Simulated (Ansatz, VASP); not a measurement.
**One calculation of LuGe3O, two programs**

```
Lu Ge O
1.0
     4.54803    0.00000    0.00000
     0.00000    4.54803    0.00000
     0.00000    0.00000    4.30540
Lu Ge O
1 3 1
Cartesian
  0.0000 0.0000 0.0896
  0.0000 2.2740 2.1542
  2.2740 0.0000 2.1542
  2.2740 2.2740 0.4096
  2.2740 2.2740 2.8241
```

Change from the starting cell: species swapped into the PrBPt3 type (P4mm, No. 99).

Alike in both runs: functional PBE; k mesh 4 × 4 × 4; occupations gaussian, width 0.1 eV; no spin polarisation.

Ansatz relaxed the structure, and its values are those at the end. VASP's run is a single point on that final structure, the one shown.

|  | VASP | Ansatz |
| --- | --- | --- |
| version | VASP 6.6.1 | Ansatz 0.2.0 |
| potentials or method | VASP PAW PBE potentials, release 64 (Lu, Ge_d, O) | scalar-relativistic, plane waves, PAW |
| plane-wave cutoff (eV) | 520 | 420 |
| valence electrons in the cell | 73 | 73 |

VASP gave:

- gap on the k mesh at the Fermi level (eV): none
- pressure (GPa): 0.1
- rms of the force components (eV/Å): 0.010

**Question.** Which values does Ansatz return?

**Answer.** gap on the k mesh at the Fermi level (eV): none; pressure (GPa): 0.0; rms of the force components (eV/Å): 0.003.

A gap of «none» marks a metal or a gap that the smearing closes. The functional is the same, so the differences come from potentials, cutoffs and numerics.

Caveats: the k mesh is coarse (spacing up to 0.36 Å⁻¹), so the values aren't converged; an odd number of electrons without spin polarisation forces a metal; a magnetic or distorted state may lie lower. The runs have no spin-orbit coupling, so splittings on Lu are missing.
